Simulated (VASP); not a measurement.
```
CELL_PARAMETERS angstrom
      1.13142    -1.95967     0.00000
      1.13142     1.95967     0.00000
      0.00000     0.00000     3.55352
ATOMIC_POSITIONS crystal
  Be 0.33333 0.66667 0.25000
  Be 0.66667 0.33333 0.75000
```

Method: revTPSS meta-GGA, VASP's PBE PAW potentials (set 64) (plane waves; VASP 6.6.1). Numerical set-up: 520 eV cut-off, 21×21×12 Γ-centred mesh, tetrahedra with Blöchl corrections, potentials Be.

Problem. What does the run give for the energy per atom (σ→0), band gap (over mesh and band path) with the smallest direct gap where there is one?

Solution. 
band gap (over mesh and band path): none (metal, semimetal or under 0.01 eV)
energy per atom (σ→0): -4.797 eV/atom

The absolute energy has meaning only against runs of the same code, potentials and settings.

The compound is Be in the hcp structure. It was relaxed first.
